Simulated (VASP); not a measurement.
Crystal: PtSe2.

```xyz
3
Lattice="3.7240 0.0000 0.0000 -1.8620 3.2251 0.0000 0.0000 0.0000 5.0620" Properties=species:S:1:pos:R:3 pbc="T T T"
Pt    0.0000    0.0000    0.0000
Se    0.0000    2.1501    1.2655
Se    1.8620    1.0750    3.7965
```

| Quantity | Value |
| --- | --- |
| Program | VASP 6.6.1 |
| Task | relaxation of cell and atoms |
| Functional | PBE |
| Dispersion | D3(BJ) |
| Potentials or basis | VASP PAW PBE potentials, release 64 (Pt, Se) |
| Cutoff | 520 eV |
| k mesh | 9 × 9 × 6 |
| Occupations | gaussian, width 0.02 eV |
| Spin | no spin polarisation |

At the start: pressure 3.5 GPa; volume 20.27 Å³/atom.

Q: How do energy, volume and symmetry change on relaxing?

A: Over 15 steps the energy falls by 16.5 meV/atom and the volume is 19.79 Å³/atom (-2.4 %); space group P-3m1 (No. 164, to 0.05 Å).

The path:
```tsv
step	energy change (eV)	largest force (eV/Å)	pressure (GPa)	volume (Å³)
1	0.0000	0.6174	3.45	60.80
2	0.0309	0.3915	-5.82	64.72
3	-0.0238	0.1843	-0.60	62.30
4	-0.0238	0.1923	-0.52	62.27
5	-0.0292	0.1622	-0.44	61.89
6	-0.0412	0.0667	-0.11	60.74
7	-0.0415	0.1576	0.98	58.46
8	-0.0458	0.0164	0.35	59.69
9	-0.0468	0.1429	-1.29	59.93
10	-0.0480	0.0909	-0.60	59.83
11	-0.0496	0.0162	0.06	59.27
12	-0.0496	0.0019	-0.05	59.37
13	-0.0496	0.0036	-0.06	59.38
14	-0.0496	0.0042	0.07	59.34
15	-0.0496	0.0002	0.00	59.36
```

Final structure:
```
Pt Se
1.0
     3.76935    0.00000    0.00000
    -1.88468    3.26436    0.00000
     0.00000    0.00000    4.82442
Pt Se
1 2
Cartesian
  0.0000 0.0000 0.0000
  0.0000 2.1762 1.2823
  1.8847 1.0881 3.5421
```

Caveat: pairwise dispersion overbinds metals, which lowers pressure and volume.
